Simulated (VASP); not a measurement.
Calculation: LDA (Ceperley-Alder, Perdew-Zunger), VASP's LDA PAW potentials (set 64) (plane waves; VASP 6.6.1).

The input files of a VASP run:

### KPOINTS
```
Automatic mesh
0
Gamma
12 12 9
0 0 0
```

POSCAR:
```
MgB2
1.0
  1.5173777501  -2.6281748866   0.0000000000
  1.5173777501   2.6281748866   0.0000000000
  0.0000000000   0.0000000000   3.4354035759
Mg B
1 2
Direct
  0.0000000000   0.0000000000   0.0000000000
  0.3333330000   0.6666670000   0.5000000000
  0.6666670000   0.3333330000   0.5000000000
```

INCAR:
```
! general
SYSTEM   =  MgB2
PREC     =  Accurate
ENCUT    =  620
LREAL    =  .FALSE.   ! projection in real space or not
LASPH    =  .TRUE.   ! aspherical one-centre terms

! electronic loop
EDIFF    =  1E-6   ! SCF stop (eV)
NELM     =  100
ALGO     =  Normal

! smearing
ISMEAR   =  1
SIGMA    =  0.1

! ions
IBRION   =  2   ! conjugate gradients
NSW      =  40   ! most ionic steps
ISIF     =  3
EDIFFG   =  -0.02   ! ionic stop
PSTRESS  =  50

! output
LWAVE    =  .FALSE.
LCHARG   =  .FALSE.
```

POTCAR, in this order: Mg B (LDA.64 set). Program: vasp_std.

What VASP printed:

OSZICAR:
```
       N       E                     dE             d eps       ncg     rms          rms(c)
DAV:   1     0.804981517961E+01    0.80498E+01   -0.43977E+03  1568   0.979E+02
DAV:   2    -0.188675476708E+02   -0.26917E+02   -0.25675E+02  2208   0.123E+02
DAV:   3    -0.192196464718E+02   -0.35210E+00   -0.35218E+00  1944   0.171E+01
DAV:   4    -0.192200976364E+02   -0.45116E-03   -0.44820E-03  2352   0.568E-01
DAV:   5    -0.192200979424E+02   -0.30600E-06   -0.30584E-06  1984   0.108E-02    0.536E+00
DAV:   6    -0.175776039406E+02    0.16425E+01   -0.27816E+00  1664   0.931E+00    0.242E+00
DAV:   7    -0.173054745138E+02    0.27213E+00   -0.14082E+00  1800   0.649E+00    0.686E-01
DAV:   8    -0.173022072138E+02    0.32673E-02   -0.13309E-01  1648   0.238E+00    0.366E-01
DAV:   9    -0.172943767264E+02    0.78305E-02   -0.24147E-02  1752   0.866E-01    0.504E-02
DAV:  10    -0.172943100678E+02    0.66659E-04   -0.10654E-03  2176   0.224E-01    0.201E-02
DAV:  11    -0.172943037134E+02    0.63544E-05   -0.60908E-05  1704   0.517E-02    0.415E-03
DAV:  12    -0.172943025224E+02    0.11910E-05   -0.71089E-06  1816   0.155E-02    0.789E-04
DAV:  13    -0.172943025059E+02    0.16523E-07   -0.89915E-08  1040   0.270E-03
   1 F= -.16439206E+02 E0= -.16439258E+02  d E =-.164392E+02
       N       E                     dE             d eps       ncg     rms          rms(c)
DAV:   1    -0.172740583863E+02    0.20244E-01   -0.25130E-01  1616   0.610E+00    0.322E-01
DAV:   2    -0.172704533339E+02    0.36051E-02   -0.72125E-03  1896   0.570E-01    0.153E-01
DAV:   3    -0.172697081028E+02    0.74523E-03   -0.23721E-03  1832   0.301E-01    0.346E-02
DAV:   4    -0.172696661927E+02    0.41910E-04   -0.54381E-05  1720   0.579E-02    0.541E-03
DAV:   5    -0.172696654047E+02    0.78802E-06   -0.97154E-07  2000   0.857E-03
   2 F= -.16447961E+02 E0= -.16448002E+02  d E =-.875466E-02
       N       E                     dE             d eps       ncg     rms          rms(c)
DAV:   1    -0.172830277382E+02   -0.13362E-01   -0.24685E-02  1616   0.190E+00    0.102E-01
DAV:   2    -0.172826663615E+02    0.36138E-03   -0.72083E-04  1904   0.180E-01    0.483E-02
DAV:   3    -0.172825914496E+02    0.74912E-04   -0.23782E-04  1832   0.946E-02    0.109E-02
DAV:   4    -0.172825872112E+02    0.42384E-05   -0.53905E-06  1744   0.183E-02    0.171E-03
DAV:   5    -0.172825871301E+02    0.81056E-07   -0.92224E-08   888   0.268E-03
   3 F= -.16450434E+02 E0= -.16450478E+02  d E =-.112280E-01
       N       E                     dE             d eps       ncg     rms          rms(c)
DAV:   1    -0.172825963614E+02   -0.91503E-05   -0.18394E-02  2112   0.106E+00    0.839E-02
DAV:   2    -0.172821823271E+02    0.41403E-03   -0.89667E-04  2056   0.195E-01    0.364E-02
DAV:   3    -0.172821016254E+02    0.80702E-04   -0.35385E-04  1832   0.106E-01    0.664E-03
DAV:   4    -0.172821001733E+02    0.14521E-05   -0.10103E-05  1736   0.255E-02    0.190E-03
DAV:   5    -0.172820999595E+02    0.21378E-06   -0.83099E-07  1352   0.552E-03
   4 F= -.16451078E+02 E0= -.16451162E+02  d E =-.644143E-03
```

### OUTCAR
```
------------------------ aborting loop because EDIFF is reached ----------------------------------------
  FORCE on cell =-STRESS in cart. coord.  units (eV):
  Direction    XX          YY          ZZ          XY          YZ          ZX
  --------------------------------------------------------------------------------------
  Total        0.8451296      0.8451293      0.8046503      0.0000000     -0.0000000     -0.0000000
  in kB       50.8488182     50.8487995     48.4133012      0.0000000     -0.0000000     -0.0000000
  external PRESSURE =       0.0369730 kB  Pullay stress =      50.0000000 kB
  volume of cell :       26.63
      direct lattice vectors                 reciprocal lattice vectors
     1.505610709 -2.607793763 -0.000000000     0.332091155 -0.191732953  0.000000000
     1.505610709  2.607793763 -0.000000000     0.332091155  0.191732953  0.000000000
    -0.000000000 -0.000000000  3.391072787     0.000000000  0.000000000  0.294891930
 POSITION                                       TOTAL-FORCE (eV/Angst)
 -----------------------------------------------------------------------------------
      1.50561     -2.60779     -0.00000         0.000000      0.000000      0.000000
      1.50561      0.86927      1.69554        -0.000000     -0.000000     -0.000000
      1.50561     -0.86927      1.69554         0.000000      0.000000      0.000000
 -----------------------------------------------------------------------------------
    total drift:                               -0.000000     -0.000000      0.000000
  FREE ENERGIE OF THE ION-ELECTRON SYSTEM (eV)
  ---------------------------------------------------
  free  energy   TOTEN  =       -17.2820999595 eV

  energy  without entropy=      -17.2823531142  energy(sigma->0) =      -17.28218434
  enthalpy is  TOTEN    =       -16.4510780635 eV   P V=        0.8310218960

 reached required accuracy - stopping structural energy minimisation
```
(Selected blocks of OUTCAR.)

CONTCAR:
```
MgB2
   1.00000000000000
     1.5056107089654072   -2.6077937634316468   -0.0000000000000000
     1.5056107089654072    2.6077937634316468   -0.0000000000000000
    -0.0000000000000000   -0.0000000000000000    3.3910727874372539
  Mg              B
     1     2
Direct
     1.0000000000000000    0.0000000000000000    0.0000000000000000
     0.3333330000000032    0.6666669999999968    0.5000000000000000
     0.6666669999999968    0.3333330000000032    0.5000000000000000
```

Energy and stress use the plane-wave basis of the starting cell.

The compound is MgB2 in the AlB2 type structure. This run relaxes it under an external pressure of 5 GPa. Symmetry was kept, so distortions that lower it aren't found.
